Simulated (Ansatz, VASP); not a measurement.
**Be3Se2O: VASP beside Ansatz**

INCAR

```
PREC     = Accurate       # precision mode
ENCUT    = 520            # plane-wave cutoff, eV
EDIFF    = 1E-7           # SCF threshold, eV
ISMEAR   = 0              # smearing method
SIGMA    = 0.1            # smearing width, eV
LREAL    = F              # projectors in reciprocal space
LASPH    = T              # aspherical terms in the spheres
NELM     = 60             # most SCF steps
ALGO     = Normal         # electronic algorithm
ISIF     = 2              # what is computed and relaxed
LWAVE    = F              # write WAVECAR
LCHARG   = T              # write CHGCAR
GGA      = PE             # functional
LELF     = T              # ELF
LVHAR    = T            
NBANDS   = 36             # bands
```

KPOINTS

```
Automatic mesh
0
Gamma
  4 4 4
```

The input POSCAR:

```
Be3Se2O
1.0
    0.0000000000      0.0000000000     -5.4419810031
    0.0000000000      5.7400315742      0.0000000000
    5.0734802465     -2.8700157871      0.0000000000
Be Se O
6 4 2
Direct
    0.5865728356      0.4292338468      0.2677067867
    0.5865728356      0.1615270601      0.7322932133
    0.6718497446      0.8906179646      0.0000000000
    0.0865728356      0.8384729399      0.2677067867
    0.0865728356      0.5707661532      0.7322932133
    0.1718497446      0.1093820354      0.0000000000
    0.9927994698      0.4840982280      0.3191654977
    0.4927994698      0.8350672697      0.3191654977
    0.4927994698      0.5159017720      0.6808345023
    0.9927994698      0.1649327303      0.6808345023
    0.5002056445      0.1466148966      0.0000000000
    0.0002056445      0.8533851034      0.0000000000
```

Input for Ansatz:

```yaml
crystal:
  lattice:
    - [0.0, 0.0, -5.4419810031]
    - [0.0, 5.7400315742, 0.0]
    - [5.0734802465, -2.8700157871, 0.0]
  atoms:
    - { symbol: Be, position: [0.5865728356, 0.4292338468, 0.2677067867] }
    - { symbol: Be, position: [0.5865728356, 0.1615270601, 0.7322932133] }
    - { symbol: Be, position: [0.6718497446, 0.8906179646, 0.0] }
    - { symbol: Be, position: [0.0865728356, 0.8384729399, 0.2677067867] }
    - { symbol: Be, position: [0.0865728356, 0.5707661532, 0.7322932133] }
    - { symbol: Be, position: [0.1718497446, 0.1093820354, 0.0] }
    - { symbol: Se, position: [0.9927994698, 0.484098228, 0.3191654977] }
    - { symbol: Se, position: [0.4927994698, 0.8350672697, 0.3191654977] }
    - { symbol: Se, position: [0.4927994698, 0.515901772, 0.6808345023] }
    - { symbol: Se, position: [0.9927994698, 0.1649327303, 0.6808345023] }
    - { symbol: O, position: [0.5002056445, 0.1466148966, 0.0] }
    - { symbol: O, position: [0.0002056445, 0.8533851034, 0.0] }
basis:
  ecutwfc: 420
kpoints:
  mp_grid: { grid: [4, 4, 4] }
hamiltonian:
  xc: pbe
scf:
  occupations: { method: gaussian, width: 0.1 }
  lower_state_search: "off"
output:
  forces: true
  stress: true
  eigenvalues: true
```

Alike in both runs: task single point; functional PBE; k mesh 4 × 4 × 4; occupations gaussian, width 0.1 eV; no spin polarisation.

|  | VASP | Ansatz |
| --- | --- | --- |
| version | VASP 6.6.1 | Ansatz 0.2.0 |
| potentials or method | VASP PAW PBE potentials, release 64 (Be, Se, O) | scalar-relativistic, plane waves, PAW |
| plane-wave cutoff (eV) | 520 | 420 |
| valence electrons in the cell | 48 | 88 |

|  | VASP | Ansatz | Ansatz less VASP |
| --- | --- | --- | --- |
| gap on the k mesh at the Fermi level (eV) | 3.25 | 3.26 | +0.011 |
| least direct gap on the mesh (eV) | 3.34 | 3.35 | +0.010 |
| pressure (GPa) | 0.2 | 0.0 | -0.24 |
| rms of the force components (eV/Å) | 0.005 | 0.001 | -0.0043 |

Atom by atom the forces differ by 0.005 eV/Å (rms over components). The two sets of potentials don't hold the same shells in valence.

A k mesh can miss the band edges.
